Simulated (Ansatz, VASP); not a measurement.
# Cross-check of Li (Li(100)) between VASP and Ansatz

Wanted: the spread between two codes on one cell, functional and k mesh.

Program: Ansatz 0.2.0. Level of theory: plane waves, with VASP 6.6.1 beside it; band structure at LDA. Results are calculated unless marked as measured.

## 1. Set-up

The cell holds 7 atoms: 7 Li. Cell: a = 3.490 Å, b = 3.490 Å, c = 28.470 Å, α = 90.0°, β = 90.0°, γ = 90.0°. Vacuum lies along c.

As a file:

```cif
data_structure
_symmetry_space_group_name_H-M 'P 1'
_symmetry_Int_Tables_number 1
_cell_length_a 3.4900
_cell_length_b 3.4900
_cell_length_c 28.4700
_cell_angle_alpha 90.000
_cell_angle_beta 90.000
_cell_angle_gamma 90.000
_cell_volume 346.77
loop_
_atom_site_label
_atom_site_type_symbol
_atom_site_fract_x
_atom_site_fract_y
_atom_site_fract_z
_atom_site_occupancy
Li1 Li 0.00000 0.00000 0.31612 1
Li2 Li 0.50000 0.50000 0.37741 1
Li3 Li 0.00000 0.00000 0.43871 1
Li4 Li 0.50000 0.50000 0.50000 1
Li5 Li 0.00000 0.00000 0.56129 1
Li6 Li 0.50000 0.50000 0.62259 1
Li7 Li 0.00000 0.00000 0.68388 1
```

## 2. VASP: band structure, LDA

A single point gives forces, pressure and levels at one fixed geometry, so differences don't come from the geometry; what else differs is listed under the comparison.

Lines of VASP's logs that name or quote its potential files are left out, and so is its time.

INCAR

```
SYSTEM = Li
PREC = Normal
ENCUT = 300
EDIFF = 1E-06
NELM = 120
ISMEAR = -1
SIGMA = 0.1
LREAL = .FALSE.
ALGO = Fast
GGA = CA
NBANDS = 21
LORBIT = 11
LWAVE = .FALSE.
LCHARG = .TRUE.
IDIPOL = 3
LDIPOL = .TRUE.
DIPOL = 0.5 0.5 0.5
LVHAR = .TRUE.
LVACPOTAV = .TRUE.
LELF = .TRUE.
NEDOS = 1500
```

POSCAR

```
Li
1.0
    3.4900000000      0.0000000000      0.0000000000
    0.0000000000      3.4900000000      0.0000000000
    0.0000000000      0.0000000000     28.4700000000
Li
7
Direct
    0.0000000000      0.0000000000      0.3161222339
    0.5000000000      0.5000000000      0.3774148226
    0.0000000000      0.0000000000      0.4387074113
    0.5000000000      0.5000000000      0.5000000000
    0.0000000000      0.0000000000      0.5612925887
    0.5000000000      0.5000000000      0.6225851774
    0.0000000000      0.0000000000      0.6838777661
```

KPOINTS

```
Automatic mesh
0
Gamma
12 12 1
0 0 0
```

KPOINTS_OPT

```
Line mode
14
Line-mode
Reciprocal
  0.50000000   0.50000000   0.00000000 M
  0.00000000   0.00000000   0.00000000 GAMMA

  0.00000000   0.00000000   0.00000000 GAMMA
  0.00000000   0.50000000   0.00000000 X

  0.00000000   0.50000000   0.00000000 X
  0.50000000   0.50000000   0.00000000 M
```

The projector-augmented-wave data sets are Li (LDA family, release 64).

The run is started by

```
$ mpirun -np 2 vasp_std
```

Log:

```text
[banner, memory and clock lines left out]
running    2 mpi-ranks, on    1 nodes
 distrk:  each k-point on    2 cores,    1 groups
 distr:  one band on    1 cores,    2 groups

 POSCAR found type information on POSCAR Li
 POSCAR found :  1 types and       7 ions
 LDA part: xc-table for (Slater(with rela. corr.)+CA(PZ))
 , standard interpolation
|                                                                             |
|           W    W    AA    RRRRR   N    N  II  N    N   GGGG   !!!           |
|           W    W   A  A   R    R  NN   N  II  NN   N  G    G  !!!           |
|           W    W  A    A  R    R  N N  N  II  N N  N  G       !!!           |
|           W WW W  AAAAAA  RRRRR   N  N N  II  N  N N  G  GGG   !            |
|           WW  WW  A    A  R   R   N   NN  II  N   NN  G    G                |
|           W    W  A    A  R    R  N    N  II  N    N   GGGG   !!!           |
|                                                                             |
|     The number of bands has been changed from the values supplied in        |
|     The orbitals not found in the WAVECAR file will be initialized with     |
|     random numbers, which is usually adequate. For correlated               |
|     calculations, however, you should redo the groundstate calculation.     |
|     I found NBANDS = 21. Now, NBANDS = 22.                                  |
|                                                                             |

 POSCAR, INCAR and KPOINTS ok, starting setup
 FFT: planning ... GRIDC
 FFT: planning ... GRID_SOFT
 FFT: planning ... GRID
 WAVECAR not read
 entering main loop
       N       E                     dE             d eps       ncg     rms          rms(c)
DAV:   1    -0.673963619598E+01   -0.67396E+01   -0.11916E+03  1232   0.114E+02
DAV:   2    -0.144437005367E+02   -0.77041E+01   -0.73992E+01  1630   0.247E+01
DAV:   3    -0.148288348528E+02   -0.38513E+00   -0.38032E+00  1604   0.460E+00
DAV:   4    -0.148449583975E+02   -0.16124E-01   -0.16115E-01  1662   0.975E-01
DAV:   5    -0.148460069025E+02   -0.10485E-02   -0.10485E-02  1792   0.250E-01    0.167E+00
RMM:   6    -0.138914015311E+02    0.95461E+00   -0.83100E-02  1436   0.444E-01    0.140E+00
RMM:   7    -0.136361089018E+02    0.25529E+00   -0.13486E-02  1363   0.206E-01    0.567E-01
RMM:   8    -0.135309327398E+02    0.10518E+00   -0.28902E-02  1614   0.271E-01    0.463E-01
RMM:   9    -0.135420599430E+02   -0.11127E-01   -0.66605E-03  1414   0.132E-01    0.277E-01
RMM:  10    -0.134988296945E+02    0.43230E-01   -0.49673E-03  1550   0.115E-01    0.106E-01
RMM:  11    -0.134993686558E+02   -0.53896E-03   -0.72781E-04  1546   0.551E-02    0.445E-02
RMM:  12    -0.134998281224E+02   -0.45947E-03   -0.69860E-04  1583   0.447E-02    0.287E-02
RMM:  13    -0.135009823087E+02   -0.11542E-02   -0.24277E-04  1546   0.259E-02    0.166E-02
RMM:  14    -0.135012264633E+02   -0.24415E-03   -0.40927E-05  1517   0.136E-02    0.630E-03
RMM:  15    -0.135014659003E+02   -0.23944E-03   -0.39653E-05  1734   0.926E-03    0.282E-03
RMM:  16    -0.135014773542E+02   -0.11454E-04   -0.67588E-06  1519   0.547E-03    0.213E-03
RMM:  17    -0.135015071006E+02   -0.29746E-04   -0.85144E-06  1665   0.354E-03    0.684E-04
RMM:  18    -0.135015186884E+02   -0.11588E-04   -0.82887E-07  1485   0.186E-03    0.708E-04
RMM:  19    -0.135015446994E+02   -0.26011E-04   -0.12042E-06  1559   0.150E-03    0.280E-04
RMM:  20    -0.135015466288E+02   -0.19294E-05   -0.16077E-07  1328   0.816E-04    0.179E-04
RMM:  21    -0.135015483684E+02   -0.17395E-05   -0.94890E-08  1334   0.485E-04    0.951E-05
RMM:  22    -0.135015483924E+02   -0.23983E-07   -0.14114E-08  1101   0.344E-04
|                                                                             |
|           W    W    AA    RRRRR   N    N  II  N    N   GGGG   !!!           |
|           W    W   A  A   R    R  NN   N  II  NN   N  G    G  !!!           |
|           W    W  A    A  R    R  N N  N  II  N N  N  G       !!!           |
|           W WW W  AAAAAA  RRRRR   N  N N  II  N  N N  G  GGG   !            |
|           WW  WW  A    A  R   R   N   NN  II  N   NN  G    G                |
|           W    W  A    A  R    R  N    N  II  N    N   GGGG   !!!           |
|                                                                             |
|     Did not find any points to average over, which means that no vacuum     |
|     field-free region was found. Please increase the size of  your cell     |
|     in the dimension of the dipole correction to obtain accurate            |
|     workfunction values.                                                    |
|                                                                             |

   1 F= -.13501548E+02 E0= -.13437982E+02  d E =-.127132E+00
 Start KPOINTS_OPT (optional k-point list driver)
k-point batch [1-28\42]
       N       E                     dE             ncg
DAV:   1    -0.400816877370E+03   -0.26732E+04     1232
DAV:   2    -0.563839138996E+03   -0.16302E+03     1672
DAV:   3    -0.571867332834E+03   -0.80282E+01     1570
DAV:   4    -0.572031584756E+03   -0.16425E+00     1536
DAV:   5    -0.572036351496E+03   -0.47667E-02     1566
DAV:   6    -0.572036592524E+03   -0.24103E-03     1664
DAV:   7    -0.572036601227E+03   -0.87025E-05     1514
DAV:   8    -0.572036601598E+03   -0.37130E-06     1082
k-point batch [29-42\42]
       N       E                     dE             ncg
DAV:   1     0.777823416790E+03   -0.24076E+04      616
DAV:   2     0.667541557391E+03   -0.11028E+03      840
DAV:   3     0.661573229291E+03   -0.59683E+01      810
DAV:   4     0.661463599268E+03   -0.10963E+00      754
DAV:   5     0.661460969228E+03   -0.26300E-02      820
DAV:   6     0.661460860486E+03   -0.10874E-03      774
DAV:   7     0.661460855146E+03   -0.53407E-05      828
DAV:   8     0.661460854918E+03   -0.22798E-06      532
```

From OUTCAR (step 2):

```text
ion  position               nearest neighbor table
   1  0.000  0.000  0.316-   2 3.02   2 3.02   2 3.02   2 3.02
   2  0.500  0.500  0.377-   1 3.02   3 3.02   1 3.02   3 3.02   1 3.02   3 3.02   1 3.02   3 3.02

  LATTYP: Found a simple tetragonal cell.
 ALAT       =     3.4900000000
 C/A-ratio  =     8.1575931232

 Subroutine GETGRP returns: Found 16 space group operations
 (whereof 16 operations were pure point group operations)

The static configuration has the point symmetry D_4h.

 Found     28 irreducible k-points:

   k-points           NKPTS =     28   k-points in BZ     NKDIM =     28   number of bands    NBANDS=     22

   dimension x,y,z NGX =    16 NGY =   16 NGZ =  126
   dimension x,y,z NGXF=    32 NGYF=   32 NGZF=  252

   ENCUT  =  300.0 eV  22.05 Ry    4.70 a.u.   4.93  4.93 40.21*2*pi/ulx,y,z

   NELECT =       7.0000    total number of electrons

 k-points in reciprocal lattice and weights: Automatic mesh
   0.00000000  0.00000000  0.00000000       0.007
   0.08333333  0.00000000  0.00000000       0.028
   0.16666667  0.00000000  0.00000000       0.028
   0.25000000  0.00000000  0.00000000       0.028
   0.33333333  0.00000000  0.00000000       0.028
   0.41666667  0.00000000  0.00000000       0.028
   0.50000000  0.00000000  0.00000000       0.014
   0.08333333  0.08333333  0.00000000       0.028
   0.16666667  0.08333333  0.00000000       0.056
[...]
0.50000000  0.41666667  0.00000000       0.028
   0.50000000  0.50000000  0.00000000       0.007

 dipolmoment           0.000000      0.000000     -0.000000 electrons x Angstroem

 average (electrostatic) potential at core
       1 -34.2756       2 -33.5417       3 -33.5425       4 -33.5238       5 -33.5425
       6 -33.5417       7 -34.2756

 E-fermi :  -1.5225

 k-point     1 :       0.0000    0.0000    0.0000
  band No.  band energies     occupation
      1      -4.8475      2.00000
      2      -4.4431      2.00000
      3      -3.7400      2.00000
      4      -2.8007      1.99999
      5      -1.7851      1.86503
      6      -0.7839      0.00124
      7       0.3193      0.00000
      8       1.3618      0.00000
      9       1.5316      0.00000
     10       2.4306      0.00000
    ...

 k-point     2 :       0.0833    0.0000    0.0000
  band No.  band energies     occupation
      1      -4.7835      2.00000
      2      -4.3792      2.00000
      3      -3.6762      2.00000
      4      -2.7367      1.99999
      5      -1.7198      1.75595
      6      -0.7178      0.00064
      7       0.3823      0.00000
      8       1.4230      0.00000
      9       1.6099      0.00000
     10       2.4855      0.00000
    ...

 k-point     3 :       0.1667    0.0000    0.0000
  band No.  band energies     occupation
      1      -4.5913      2.00000
      2      -4.1875      2.00000
      3      -3.4854      2.00000
      4      -2.5471      1.99993
      5      -1.5307      1.04102
      6      -0.5337      0.00010
      7       0.5406      0.00000
      8       1.5186      0.00000
      9       1.6802      0.00000
     10       1.9918      0.00000
    ...

  Total       -1.7914050     -1.7914050     -0.8939107      0.0000000      0.0000000      0.0000000
  in kB       -8.2768682     -8.2768682     -4.1301555      0.0000000      0.0000000      0.0000000
  external PRESSURE =      -6.8946306 kB  Pullay stress =       0.0000000 kB

  energy-cutoff  :      300.00
  volume of cell :      346.77
      direct lattice vectors                 reciprocal lattice vectors
     3.490000000  0.000000000  0.000000000     0.286532951  0.000000000  0.000000000
     0.000000000  3.490000000  0.000000000     0.000000000  0.286532951  0.000000000
     0.000000000  0.000000000 28.470000000     0.000000000  0.000000000  0.035124693

 POSITION                                       TOTAL-FORCE (eV/Angst)
 -----------------------------------------------------------------------------------
      0.00000      0.00000      9.00000         0.000000     -0.000000      0.035853
      1.74500      1.74500     10.74500        -0.000000      0.000000      0.083446
      0.00000      0.00000     12.49000         0.000000      0.000000     -0.018450
      1.74500      1.74500     14.23500        -0.000000      0.000000     -0.000000
      0.00000      0.00000     15.98000        -0.000000      0.000000      0.018450
      1.74500      1.74500     17.72500        -0.000000      0.000000     -0.083446
      0.00000      0.00000     19.47000        -0.000000     -0.000000     -0.035853
 -----------------------------------------------------------------------------------
    total drift:                               -0.000000     -0.000000     -0.000000

  FREE ENERGIE OF THE ION-ELECTRON SYSTEM (eV)
  ---------------------------------------------------
  free  energy   TOTEN  =       -13.5015483924 eV

  energy  without entropy=      -13.3744159447  energy(sigma->0) =      -13.43798217

 vacuum level on the upper side and lower side of the slab         1.598         1.598

 total charge
# of ion       s       p       d       tot
------------------------------------------
    1        0.106   0.070   0.000   0.176
    2        0.110   0.113   0.000   0.223
    3        0.111   0.108   0.000   0.219
    4        0.110   0.110   0.000   0.221
    5        0.111   0.108   0.000   0.219
    6        0.110   0.113   0.000   0.223
    7        0.106   0.070   0.000   0.176
--------------------------------------------------
tot          0.765   0.692   0.000   1.457

[... 3 further parts left out ...]
```

(Part 1 of 2 ends here.)

[Lines on the potential files, build, host, timing and source positions are cut from VASP's logs without a mark.]

[Logs are printed without paths, hosts, clocks, repeated set-up lines and the standing remarks that a program may print on its own settings, such as how far it seeks lower states.]

[Hosts, paths, dates, database ids (printed as entryN), source tags and the programs' standing remarks are cut or masked in the printed files.]
